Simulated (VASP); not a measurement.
```xyz
1
Lattice="2.6825 0.0000 0.0000 0.0000 2.6825 0.0000 0.0000 0.0000 2.6825" Properties=species:S:1:pos:R:3 pbc="T T T"
Nb     0.0000     0.0000     0.0000
```

Level of theory: PBEsol GGA, VASP's PBE PAW potentials (set 64) (plane waves; VASP). Run with 400 eV cut-off, Gaussian smearing of 0.050 eV, potentials Nb_sv.

Task: Give the energies of bands 5 to 9 at the high-symmetry points, in eV from the Fermi level.

Result: 
| band | Γ | X | M | R |
|---|---|---|---|---|
| 5 | -5.64 | -2.50 | -4.26 | -2.61 |
| 6 | -2.88 | -1.94 | -1.00 | -2.61 |
| 7 | -2.88 | 0.64 | 2.68 | -2.61 |
| 8 | 5.41 | 1.96 | 2.68 | 7.39 |
| 9 | 5.41 | 1.96 | 6.04 | 7.99 |

It has no gap at this level: it comes out as a metal or semimetal.

The structure was generated: Nb was put into the simple-cubic type (Pm-3m), which need not be its known phase. It was relaxed first.
